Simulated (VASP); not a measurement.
VASP ran on this input.

### POSCAR
```
IrO2
1
    4.5426442043     0.0000000000     0.0000000000
    0.0000000000     4.5426442043     0.0000000000
    0.0000000000     0.0000000000     3.1866841834
Ir O
2 4
Direct
  0.0000000000   0.0000000000   0.0000000000
  0.5000000000   0.5000000000   0.5000000000
  0.3082973773   0.3082973773   0.0000000000
  0.8082973773   0.1917026227   0.5000000000
  0.1917026227   0.8082973773   0.5000000000
  0.6917026227   0.6917026227   0.0000000000
```

File KPOINTS:
```
Regular mesh
0
Gamma
  6 6 9
0 0 0
```

INCAR:
```
SYSTEM=IrO2
PREC=Accurate; ENCUT=520; LREAL=.FALSE.
LASPH=.TRUE.
EDIFF=1E-6; NELM=100; ALGO=Normal
LMAXMIX=6
ISMEAR=1; SIGMA=0.1
GGA=PE
IBRION=2; NSW=60; ISIF=3
EDIFFG=-0.02
LWAVE=.FALSE.; LCHARG=.FALSE.
```

POTCAR, in this order: Ir O (PBE.64 set). Program: vasp_std.

Q: Write an equivalent input for Quantum ESPRESSO's pw.x.

A: One equivalent input (not run):
```
&CONTROL
  calculation = 'vc-relax'
  pseudo_dir = './pseudo'
  outdir = './out'
  tprnfor = .true.
  tstress = .true.
  nstep = 60
  forc_conv_thr = 0.00078
/
&SYSTEM
  ibrav = 0
  nat = 6
  ntyp = 2
  ecutwfc = 84
  occupations = 'smearing'
  smearing = 'methfessel-paxton'
  degauss = 0.00735
  input_dft = 'pbe'
/
&ELECTRONS
  conv_thr = 7.3e-08
  electron_maxstep = 100
/
&IONS
/
&CELL
/
ATOMIC_SPECIES
  Ir 192.217 Ir.upf
  O 15.999 O.upf
CELL_PARAMETERS angstrom
     4.5426442    0.0000000    0.0000000
     0.0000000    4.5426442    0.0000000
     0.0000000    0.0000000    3.1866842
ATOMIC_POSITIONS crystal
  Ir   0.0000000  0.0000000  0.0000000
  Ir   0.5000000  0.5000000  0.5000000
  O    0.3082974  0.3082974  0.0000000
  O    0.8082974  0.1917026  0.5000000
  O    0.1917026  0.8082974  0.5000000
  O    0.6917026  0.6917026  0.0000000
K_POINTS automatic
  6 6 9 0 0 0
```
Limits of the translation: the potentials are each code's own (VASP's PAW set, PseudoDojo norm-conserving files in pw.x), so ENCUT and ecutwfc are chosen apart and not converted; conv_thr bounds pw.x's estimated SCF error, while EDIFF bounds the energy change between steps; forc_conv_thr acts on force components and is met together with etot_conv_thr.

The compound is IrO2 in the rutile structure. It was relaxed first. The start is the result of an earlier pass.
